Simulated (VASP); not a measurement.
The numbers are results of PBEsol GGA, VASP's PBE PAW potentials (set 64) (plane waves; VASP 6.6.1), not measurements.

A VASP calculation is set up with these files.

**KPOINTS**
```
Automatic mesh
0
Gamma
12 12 12
0 0 0
```

**INCAR**
```
# general
SYSTEM   =  Sc
PREC     =  Accurate
ENCUT    =  400   # plane-wave cut-off (eV)
LREAL    =  .FALSE.   # projection in real space or not
LASPH    =  .TRUE.

# electronic loop
EDIFF    =  1E-6
NELM     =  100   # most electronic steps
ALGO     =  Normal   # blocked Davidson
LMAXMIX  =  4   # l cut-off of mixed one-centre charges

# smearing
ISMEAR   =  1   # Methfessel-Paxton
SIGMA    =  0.1   # width (eV)

# functional
GGA      =  PS

# ions
IBRION   =  2
NSW      =  60
ISIF     =  3
EDIFFG   =  -0.01   # ionic stop

# output
LWAVE    =  .FALSE.
LCHARG   =  .FALSE.
```

POSCAR:
```
Sc
1.0
 -2.7684824910   2.7684824910   1.5358377721
  2.7684824910  -2.7684824910   1.5358377721
  2.7684824910   2.7684824910  -1.5358377721
Sc
2
direct
  0.7500000000   0.2500000000   0.5000000000
  0.0000000000   0.0000000000   0.0000000000
```

POTCAR, in this order: Sc_sv (PBE.64 set). Program: vasp_std.

Output

OUTCAR:
```
 ion  position               nearest neighbor table
   1  0.750  0.250  0.500-   2 2.87   2 2.87   2 2.87   2 2.87
   2  0.000  0.000  0.000-   1 2.87   1 2.87   1 2.87   1 2.87
  LATTYP: Found a body centered tetragonal cell.
 ALAT       =     5.5369649820
 C/A-ratio  =     0.5547579864
 Subroutine PRICEL returns:
 Original cell was already a primitive cell.
 Subroutine GETGRP returns: Found 16 space group operations
The static configuration has the point symmetry D_2d.
 The point group associated with its full space group is D_4h.
The dynamic configuration has the point symmetry D_2d.
 Subroutine INISYM returns: Found 16 space group operations
 Subroutine IBZKPT returns following result:
 Found    163 irreducible k-points:

 Following reciprocal coordinates:
            Coordinates               Weight
  0.000000  0.000000  0.000000      1.000000
  0.083333 -0.000000  0.000000      8.000000
  0.166667  0.000000  0.000000      8.000000
  0.250000  0.000000 -0.000000      8.000000
  0.333333  0.000000  0.000000      8.000000
  0.416667  0.000000 -0.000000      8.000000
  0.500000  0.000000 -0.000000      4.000000
...
```

**OSZICAR**
```
       N       E                     dE             d eps       ncg     rms          rms(c)
DAV:   1     0.273338638516E+03    0.27334E+03   -0.93295E+03  4922   0.128E+03
DAV:   2     0.388721142976E+00   -0.27295E+03   -0.26984E+03  6371   0.636E+02
DAV:   3    -0.138274410868E+02   -0.14216E+02   -0.13823E+02  7733   0.148E+02
DAV:   4    -0.140585560127E+02   -0.23111E+00   -0.23017E+00  7419   0.204E+01
DAV:   5    -0.140628982619E+02   -0.43422E-02   -0.43408E-02  8305   0.254E+00    0.848E+00
DAV:   6    -0.125843218208E+02    0.14786E+01   -0.35654E+00  6388   0.235E+01    0.238E+00
DAV:   7    -0.124007749729E+02    0.18355E+00   -0.85968E-01  6892   0.998E+00    0.876E-01
DAV:   8    -0.123888238591E+02    0.11951E-01   -0.52155E-02  6761   0.337E+00    0.319E-01
DAV:   9    -0.123858511023E+02    0.29728E-02   -0.14614E-02  7427   0.120E+00    0.473E-02
DAV:  10    -0.123858416983E+02    0.94040E-05   -0.21535E-04  7474   0.205E-01    0.170E-02
DAV:  11    -0.123858406318E+02    0.10665E-05   -0.36018E-05  6964   0.605E-02    0.560E-03
DAV:  12    -0.123858411237E+02   -0.49190E-06   -0.30726E-06  5196   0.195E-02
   1 F= -.12385841E+02 E0= -.12385784E+02  d E =-.123858E+02
       N       E                     dE             d eps       ncg     rms          rms(c)
DAV:   1    -0.123871149155E+02   -0.12743E-02   -0.35723E-02  5366   0.290E+00    0.245E-01
DAV:   2    -0.123859343500E+02    0.11806E-02   -0.42284E-03  6759   0.882E-01    0.651E-02
DAV:   3    -0.123858659421E+02    0.68408E-04   -0.30810E-04  6395   0.224E-01    0.309E-02
DAV:   4    -0.123858615788E+02    0.43633E-05   -0.26052E-05  6957   0.554E-02    0.474E-03
DAV:   5    -0.123858609416E+02    0.63721E-06   -0.28578E-06  5427   0.223E-02
   2 F= -.12385861E+02 E0= -.12385810E+02  d E =-.198179E-04
```

OUTCAR:
```
------------------------ aborting loop because EDIFF is reached ----------------------------------------
  FORCE on cell =-STRESS in cart. coord.  units (eV):
  Direction    XX          YY          ZZ          XY          YZ          ZX
  --------------------------------------------------------------------------------------
  Total        0.0027189      0.0027189      0.0141104      0.0000000      0.0000000      0.0000000
  in kB        0.0927339      0.0927339      0.4812679      0.0000000      0.0000000      0.0000000
  external PRESSURE =       0.2222452 kB  Pullay stress =       0.0000000 kB
  volume of cell :       46.97
      direct lattice vectors                 reciprocal lattice vectors
    -2.766481503  2.766481503  1.534432361     0.000000000  0.180734988  0.325853399
     2.766481503 -2.766481503  1.534432361     0.180734988  0.000000000  0.325853399
     2.766481503  2.766481503 -1.534432361     0.180734988  0.180734988  0.000000000
 POSITION                                       TOTAL-FORCE (eV/Angst)
 -----------------------------------------------------------------------------------
     -0.00000      2.76648      0.76722         0.000000     -0.000000      0.000000
      2.76648     -2.76648      1.53443        -0.000000      0.000000     -0.000000
 -----------------------------------------------------------------------------------
    total drift:                               -0.000000      0.000000      0.000000
  FREE ENERGIE OF THE ION-ELECTRON SYSTEM (eV)
  ---------------------------------------------------
  free  energy   TOTEN  =       -12.3858609416 eV

  energy  without entropy=      -12.3857073806  energy(sigma->0) =      -12.38580975

 reached required accuracy - stopping structural energy minimisation
```
(Selected blocks of OUTCAR.)

### CONTCAR
```
Sc
   1.00000000000000
    -2.7664815028088059    2.7664815028088059    1.5344323610817345
     2.7664815028088059   -2.7664815028088059    1.5344323610817345
     2.7664815028088059    2.7664815028088059   -1.5344323610817345
  Sc
     2
Direct
     0.7500000000000000    0.2500000000000000    0.5000000000000000
     0.0000000000000000    1.0000000000000000    0.0000000000000000
```

The structure was generated: Sc was put into the beta-Sn type (I4_1/amd), which need not be its known phase. This run relaxes it. Symmetry was kept, so distortions that lower it aren't found. The start is the result of an earlier pass.
